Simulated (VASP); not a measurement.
OSZICAR of a VASP run on NaCl (rock salt):

File OSZICAR:
```
       N       E                     dE             d eps       ncg     rms          rms(c)
DAV:   1     0.109209484263E+03    0.10921E+03   -0.42964E+03  3204   0.364E+02
DAV:   2    -0.764389424086E+01   -0.11685E+03   -0.10606E+03  3368   0.156E+02
DAV:   3    -0.158689041023E+02   -0.82250E+01   -0.81246E+01  3905   0.375E+01
DAV:   4    -0.159569820262E+02   -0.88078E-01   -0.88037E-01  3682   0.389E+00
DAV:   5    -0.159575290680E+02   -0.54704E-03   -0.54702E-03  3803   0.315E-01    0.223E+00
DAV:   6    -0.137262217099E+02    0.22313E+01   -0.41253E-01  3317   0.366E+00    0.260E+00
DAV:   7    -0.135784482194E+02    0.14777E+00   -0.17143E-01  3355   0.249E+00    0.704E-01
DAV:   8    -0.139327168501E+02   -0.35427E+00   -0.16401E-01  3139   0.214E+00    0.878E-01
DAV:   9    -0.137859697606E+02    0.14675E+00   -0.57438E-02  3139   0.117E+00    0.567E-01
DAV:  10    -0.137968203027E+02   -0.10851E-01   -0.17924E-02  3233   0.727E-01    0.279E-01
DAV:  11    -0.137890894605E+02    0.77308E-02   -0.29753E-03  3513   0.255E-01    0.201E-01
DAV:  12    -0.137894154350E+02   -0.32597E-03   -0.27380E-04  3623   0.808E-02    0.255E-01
DAV:  13    -0.137893053663E+02    0.11007E-03   -0.11507E-04  3586   0.474E-02    0.132E-02
DAV:  14    -0.137893568730E+02   -0.51507E-04   -0.79994E-05  3202   0.444E-02    0.385E-02
DAV:  15    -0.137893635859E+02   -0.67129E-05   -0.74060E-07  3897   0.380E-03    0.344E-02
DAV:  16    -0.137893430505E+02    0.20535E-04   -0.46431E-06  3240   0.118E-02    0.400E-03
DAV:  17    -0.137893633572E+02   -0.20307E-04   -0.78993E-07  3538   0.429E-03    0.500E-04
DAV:  18    -0.137893584656E+02    0.48916E-05   -0.22840E-07  3301   0.237E-03    0.184E-03
DAV:  19    -0.137893579487E+02    0.51692E-06   -0.30312E-08  3687   0.101E-03    0.296E-04
DAV:  20    -0.137893561572E+02    0.17915E-05   -0.12981E-08  3273   0.558E-04    0.131E-04
DAV:  21    -0.137893567636E+02   -0.60634E-06   -0.15470E-09  1826   0.183E-04    0.121E-04
DAV:  22    -0.137893569379E+02   -0.17438E-06   -0.19398E-10  1739   0.807E-05    0.971E-06
DAV:  23    -0.137893569858E+02   -0.47846E-07   -0.66823E-11  1673   0.405E-05
   1 F= -.13789357E+02 E0= -.13789357E+02  d E =-.587078E-32
 imaginary and real dielectric function
```

Problem. Which electronic solver shows in the log?

Solution. It is blocked Davidson (ALGO = Normal, or the opening steps of other solvers). The INCAR had ALGO = Normal.

Problem. Can the final energy be trusted as converged?

Solution. Self-consistency was reached. It stopped with EDIFF = 1E-7, NELM = 100 (r2SCAN meta-GGA, plane waves, VASP's PBE PAW potentials (set 64)).

The compound is NaCl in the rock salt structure. It was relaxed first.
